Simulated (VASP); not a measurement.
Consider the following.

```xyz
8
Lattice="0.0021 6.1874 6.1735 6.1874 0.0021 6.1735 3.0948 3.0948 0.0000" Properties=species:S:1:pos:R:3 pbc="T T T"
Cd     6.1895     6.1895    12.2285
Cd     6.2519     9.2220     9.3147
Cd     9.2220     6.2519     9.3147
Cd     6.1895     6.1895     6.1824
Te     1.5474     1.5474     1.5575
Se     4.6287     1.5609     4.6286
Se     1.5609     4.6287     4.6286
Se     4.6421     4.6421     7.7064
```

Calculation: PBEsol GGA, VASP's PBE PAW potentials (set 64) (plane waves; VASP 6.6.1). Run with 400 eV cut-off, Gaussian smearing of 0.050 eV, potentials Cd Te Se.

Unless said otherwise, spin-orbit coupling is left out, though it shifts the bands of the heavy elements here.

Q: Give the energies of bands 28 to 41 at the high-symmetry points, in eV from the valence-band maximum.

A: 
```json
[
 {"band": "28", "Γ": "-2.13", "Y": "-2.69", "C0": "-2.95", "Z": "-3.85", "A0": "-4.24", "T": "-4.37", "S": "-2.90", "R": "-4.13"},
 {"band": "29", "Γ": "-2.10", "Y": "-2.31", "C0": "-2.72", "Z": "-2.53", "A0": "-2.17", "T": "-2.16", "S": "-2.30", "R": "-2.40"},
 {"band": "30", "Γ": "-1.16", "Y": "-2.26", "C0": "-1.67", "Z": "-2.53", "A0": "-2.12", "T": "-2.10", "S": "-2.15", "R": "-2.33"},
 {"band": "31", "Γ": "-1.01", "Y": "-1.45", "C0": "-1.53", "Z": "-2.50", "A0": "-2.09", "T": "-2.08", "S": "-1.75", "R": "-2.29"},
 {"band": "32", "Γ": "-1.00", "Y": "-1.45", "C0": "-1.41", "Z": "-2.48", "A0": "-2.02", "T": "-2.03", "S": "-1.51", "R": "-2.00"},
 {"band": "33", "Γ": "-0.87", "Y": "-1.34", "C0": "-1.40", "Z": "-2.27", "A0": "-1.62", "T": "-1.16", "S": "-0.82", "R": "-1.75"},
 {"band": "34", "Γ": "-0.15", "Y": "-1.18", "C0": "-1.12", "Z": "-2.15", "A0": "-1.22", "T": "-0.95", "S": "-0.82", "R": "-1.71"},
 {"band": "35", "Γ": "-0.12", "Y": "-1.05", "C0": "-1.11", "Z": "-1.19", "A0": "-1.07", "T": "-0.85", "S": "-0.39", "R": "-1.50"},
 {"band": "36", "Γ": "0.00", "Y": "-0.49", "C0": "-0.37", "Z": "-0.77", "A0": "-0.97", "T": "-0.71", "S": "-0.24", "R": "-1.22"},
 {"band": "37", "Γ": "0.23", "Y": "2.78", "C0": "2.61", "Z": "3.16", "A0": "2.27", "T": "1.74", "S": "1.71", "R": "3.10"},
 {"band": "38", "Γ": "1.76", "Y": "2.91", "C0": "2.84", "Z": "3.44", "A0": "2.53", "T": "2.06", "S": "2.08", "R": "3.10"},
 {"band": "39", "Γ": "2.17", "Y": "3.19", "C0": "3.05", "Z": "4.49", "A0": "2.97", "T": "2.71", "S": "3.11", "R": "3.18"},
 {"band": "40", "Γ": "2.78", "Y": "3.50", "C0": "3.62", "Z": "4.58", "A0": "3.04", "T": "2.71", "S": "3.41", "R": "3.46"},
 {"band": "41", "Γ": "3.17", "Y": "3.61", "C0": "3.96", "Z": "4.66", "A0": "3.34", "T": "3.16", "S": "4.58", "R": "4.45"}
]
```

The gap is direct, 0.23 eV, from the valence maximum at Γ to the conduction minimum at Γ.

The structure was generated: Cd4Se3Te was put into an ordered model structure (Amm2), which need not be its known phase. It was relaxed first.
